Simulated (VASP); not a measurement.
OSZICAR of a VASP run on SrVO₃ (relaxed from the 2H-BaNiO3 structure, space group P6_3/mmc):

File OSZICAR:
```
       N       E                     dE             d eps       ncg     rms          rms(c)
DAV:   1     0.902741736399E+03    0.90274E+03   -0.44879E+04  2472   0.168E+03
DAV:   2    -0.762691982572E+01   -0.91037E+03   -0.86946E+03  2650   0.475E+02
DAV:   3    -0.938521850915E+02   -0.86225E+02   -0.85056E+02  2919   0.146E+02
DAV:   4    -0.975627411945E+02   -0.37106E+01   -0.37015E+01  3688   0.233E+01
DAV:   5    -0.976551907144E+02   -0.92450E-01   -0.92387E-01  3520   0.357E+00    0.601E+01
DAV:   6    -0.856712392181E+02    0.11984E+02   -0.13372E+02  3313   0.706E+01    0.308E+01
DAV:   7    -0.838604054610E+02    0.18108E+01   -0.81849E+01  3312   0.693E+01    0.287E+01
DAV:   8    -0.819453590025E+02    0.19150E+01   -0.93885E+00  2978   0.165E+01    0.125E+01
DAV:   9    -0.809395082749E+02    0.10059E+01   -0.24519E+00  3442   0.121E+01    0.294E+00
DAV:  10    -0.809656608710E+02   -0.26153E-01   -0.32869E-01  2958   0.294E+00    0.171E+00
DAV:  11    -0.809611552586E+02    0.45056E-02   -0.36395E-02  2968   0.111E+00    0.722E-01
DAV:  12    -0.809583077207E+02    0.28475E-02   -0.16694E-02  3371   0.100E+00    0.313E-01
DAV:  13    -0.809581809763E+02    0.12674E-03   -0.13256E-03  2871   0.230E-01    0.979E-02
DAV:  14    -0.809581325497E+02    0.48427E-04   -0.46684E-04  3416   0.108E-01    0.377E-02
DAV:  15    -0.809581375768E+02   -0.50271E-05   -0.29500E-05  2794   0.310E-02    0.866E-03
DAV:  16    -0.809581379789E+02   -0.40206E-06   -0.19499E-06  2088   0.109E-02
   1 F= -.80958138E+02 E0= -.80958132E+02  d E =-.809581E+02  mag=     0.0000
       N       E                     dE             d eps       ncg     rms          rms(c)
DAV:   1    -0.809794884130E+02   -0.21351E-01   -0.65154E-01  2731   0.583E+00    0.187E+00
DAV:   2    -0.809638004817E+02    0.15688E-01   -0.60849E-02  2886   0.221E+00    0.519E-01
DAV:   3    -0.809603967784E+02    0.34037E-02   -0.20589E-02  3248   0.119E+00    0.622E-01
DAV:   4    -0.809580872170E+02    0.23096E-02   -0.65691E-03  3086   0.717E-01    0.159E-01
DAV:   5    -0.809580410373E+02    0.46180E-04   -0.16604E-03  3121   0.180E-01    0.152E-01
DAV:   6    -0.809580089057E+02    0.32132E-04   -0.25525E-04  3152   0.681E-02    0.104E-01
DAV:   7    -0.809580166476E+02   -0.77418E-05   -0.81639E-05  3626   0.364E-02    0.282E-02
DAV:   8    -0.809580146961E+02    0.19514E-05   -0.11886E-05  3640   0.136E-02    0.120E-02
DAV:   9    -0.809580141837E+02    0.51241E-06   -0.58607E-07  1505   0.415E-03
   2 F= -.80958014E+02 E0= -.80958003E+02  d E =0.123795E-03  mag=     0.0000
       N       E                     dE             d eps       ncg     rms          rms(c)
DAV:   1    -0.809645308657E+02   -0.65162E-02   -0.17168E-01  2770   0.299E+00    0.963E-01
DAV:   2    -0.809602835977E+02    0.42473E-02   -0.15746E-02  2792   0.111E+00    0.260E-01
DAV:   3    -0.809594730888E+02    0.81051E-03   -0.54312E-03  3253   0.601E-01    0.317E-01
DAV:   4    -0.809588600671E+02    0.61302E-03   -0.16709E-03  3088   0.366E-01    0.785E-02
DAV:   5    -0.809588538416E+02    0.62256E-05   -0.42444E-04  3072   0.902E-02    0.763E-02
DAV:   6    -0.809588469563E+02    0.68852E-05   -0.80166E-05  2939   0.387E-02    0.498E-02
DAV:   7    -0.809588556206E+02   -0.86643E-05   -0.17149E-05  3664   0.154E-02    0.101E-02
DAV:   8    -0.809588572231E+02   -0.16025E-05   -0.13215E-06  1698   0.635E-03    0.782E-03
DAV:   9    -0.809588572282E+02   -0.51004E-08   -0.91245E-07  1476   0.461E-03
   3 F= -.80958857E+02 E0= -.80958850E+02  d E =-.719249E-03  mag=    -0.0000
       N       E                     dE             d eps       ncg     rms          rms(c)
DAV:   1    -0.809593400015E+02   -0.48278E-03   -0.81738E-02  2454   0.170E+00    0.173E-01
DAV:   2    -0.809591489502E+02    0.19105E-03   -0.27278E-03  2634   0.296E-01    0.101E-01
DAV:   3    -0.809590489986E+02    0.99952E-04   -0.21914E-04  2815   0.818E-02    0.450E-02
DAV:   4    -0.809590273662E+02    0.21632E-04   -0.93903E-05  3372   0.893E-02    0.550E-02
DAV:   5    -0.809590173436E+02    0.10023E-04   -0.21332E-05  3154   0.394E-02    0.191E-02
DAV:   6    -0.809590167296E+02    0.61395E-06   -0.39349E-06  2826   0.907E-03
   4 F= -.80959017E+02 E0= -.80959005E+02  d E =-.159501E-03  mag=     0.0000
```

### Question
Which electronic solver shows in the log?

### Answer
It is blocked Davidson (ALGO = Normal, or the opening steps of other solvers). The INCAR had ALGO = Normal.

### Question
How was spin treated?

### Answer
Collinear spin (ISPIN = 2): the summary line carries one mag value, 0.00 μB in the cell.

### Question
Can the final energy be trusted as converged?

### Answer
Self-consistency was reached. It stopped with EDIFF = 1E-6, NELM = 100, NSW = 60 and EDIFFG = -0.02 after 4 ionic steps (PBEsol GGA, plane waves, VASP's PBE PAW potentials (set 64)). The moments were started parallel, and other spin orders were not tried in this run.

The structure was generated: SrVO3 was put into the 2H-BaNiO3 type (P6_3/mmc), which need not be its known phase. This run relaxes it. Symmetry was kept, so distortions that lower it aren't found. The start is the result of an earlier pass.
